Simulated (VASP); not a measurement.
Band gap of diamond and zinc-blende semiconductors: measurement against LDA

Computed values from VASP (plane waves, PAW); cells keep the symmetry of their structure type. No spin-orbit coupling. Gaps are read over mesh and path in cells relaxed at that level.

Here x stands for LDA gap and y for measured gap.

```
solid  LDA gap (eV)  measured gap (eV)  cut-off (eV)            basis of the measured value
-----  ------------  -----------------  ------------  -------------------------------------
Si             0.44               1.23           520  low temperature, zero-point corrected
GaAs           0.51               1.57           520  low temperature, zero-point corrected
InP            0.60               1.47           520  low temperature, zero-point corrected
CdTe           0.64               1.63           520         unstated, zero-point corrected
SiC            1.29                  ?           520  low temperature, zero-point corrected
AlAs           1.32               2.28           520  low temperature, zero-point corrected
GaP            1.39               2.43           520  low temperature, zero-point corrected
AlP            1.42               2.54           400  low temperature, zero-point corrected
ZnS            2.15               3.94           520  low temperature, zero-point corrected
```

The 8 complete rows are fitted with a straight line, y against x. With u = x - 1.1, the rows have u = -0.6600, -0.5900, -0.5000, -0.4600, 0.2200, 0.2900, 0.3200, 1.0500. Means: u -0.041250, y 2.136. About the means, the sum of products is 3.6382 and the sum of squares of u is 2.5691; the slope is their ratio. Least squares gives y = 2.195 + 1.4161·u. Residuals (row less fit): -0.030, 0.210, -0.017, 0.086, -0.227, -0.176, -0.108, 0.258; standard error 0.189 (degrees of freedom: 6). The slope is 1.42 with a standard error of 0.12. Before the fit, LDA less measured has mean -1.078, mean absolute 1.078 and median absolute 1.015 eV over these 8 rows.

Q: What does the fit predict for y at x = 1.29, and how far is the measured value from it?

A: u = 0.1900, so y = 2.195 + 1.4161 × 0.1900 = 2.464 eV. The measured value is 2.53 eV, 0.066 eV above the prediction (2.4 % of the range of y in the table). The row lies between fitted rows. From the scatter of the fitted rows alone, a prediction at this place has a standard error of 0.202 eV, so the miss is 0.3 times that.

Plain LDA misses this row by -1.24 eV. Spin-orbit coupling is left out, which can shift this property for GaAs, InP, CdTe, AlAs. Fit and statistics leave out the worst relative cases, where LDA closes the gap or leaves under 0.1 eV: Ge, 0.01 against 0.79 eV measured (low temperature, zero-point corrected; Anna Miglio et al., npj Computational Materials (2020), arXiv:2011.12765). The rows are a random draw of 9 from the 10 solids that have both values on this basis (zero-point corrected by the source), of 29 computed in this series. Not drawn: V to Ni and open 4f shells, rows kept for tests, unfit runs, cells that left their space group, values derived or compiled from fits, values whose temperature is given only as extrapolated, encyclopaedia, home-page and unnamed sources, sources from 2025 on, runs on another kind of cell. Optical and fundamental gaps aren't told apart in the measured column. Measured values as quoted by these papers, many of them computational: Si Wei Chen et al., Physical Review Materials (2018), doi:10.1103/physrevmaterials.2.073803; GaAs Wei Chen et al., Physical Review Materials (2018), doi:10.1103/physrevmaterials.2.073803; InP Wei Chen et al., Physical Review Materials (2018), doi:10.1103/physrevmaterials.2.073803; CdTe Anna Miglio et al., npj Computational Materials (2020), arXiv:2011.12765; SiC Wei Chen et al., Physical Review Materials (2018), doi:10.1103/physrevmaterials.2.073803; AlAs Wei Chen et al., Physical Review Materials (2018), doi:10.1103/physrevmaterials.2.073803; GaP Wei Chen et al., Physical Review Materials (2018), doi:10.1103/physrevmaterials.2.073803; AlP Wei Chen et al., Physical Review Materials (2018), doi:10.1103/physrevmaterials.2.073803; ZnS Wei Chen et al., Physical Review Materials (2018), doi:10.1103/physrevmaterials.2.073803.
